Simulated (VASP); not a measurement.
Input:

```
Ge
1.0
    0.00000     2.80724     2.80724
    2.80724     0.00000     2.80724
    2.80724     2.80724     0.00000
Ge
2
Direct
  0.00000   0.00000   0.00000
  0.25000   0.25000   0.25000
```

Calculation: LDA (Ceperley-Alder, Perdew-Zunger), VASP's LDA PAW potentials (set 64) (plane waves; VASP). Settings: 400 eV cut-off, 7×7×7 Γ-centred mesh, Gaussian smearing of 0.050 eV, potentials Ge_d.

Problem. Predict the energy per atom (σ→0), band gap (on the k-mesh) with the smallest direct gap where there is one.

Solution. 
band gap (on the k-mesh): 0.07 eV
smallest direct gap (on the k-mesh): 0.07 eV
energy per atom (σ→0): -5.184 eV/atom

The absolute energy has meaning only against runs of the same code, potentials and settings.

The compound is Ge in the diamond structure. It was relaxed first. The start is the result of an earlier pass.
